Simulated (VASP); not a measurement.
Input:

```
PtB
1.0
    3.35758     0.00000     0.00000
   -1.67879     2.90775     0.00000
    0.00000     0.00000     5.67993
Pt B
2 2
Direct
  0.33333   0.66667   0.00313
  0.66667   0.33333   0.50313
  0.33333   0.66667   0.37187
  0.66667   0.33333   0.87187
```

Level of theory: PBE GGA, VASP's PBE PAW potentials (set 64) (plane waves; VASP 6.6.1). Numerical set-up: 520 eV cut-off, 12×12×6 Γ-centred mesh, tetrahedra with Blöchl corrections, potentials Pt B.

For a metal the tetrahedron method with Blöchl corrections gives inexact stress and forces.

Problem. Which forces act on the atoms, in eV/Å?

Solution. 
```csv
atom,Fx,Fy,Fz
Pt1,0.000,0.000,-0.113
Pt2,0.000,0.000,-0.113
B3,0.000,0.000,0.113
B4,0.000,0.000,0.113
```

Problem. Give the stress tensor in GPa (positive for a compressed cell).

Solution. 
```
 0.71   0.00   0.00
 0.00   0.71   0.00
 0.00   0.00  -1.36
```
The pressure is its mean diagonal, 0.02 GPa.

The structure was generated: PtB was put into the wurtzite type (P6_3mc), which need not be its known phase. It was relaxed first, which changed the volume by -15 %.
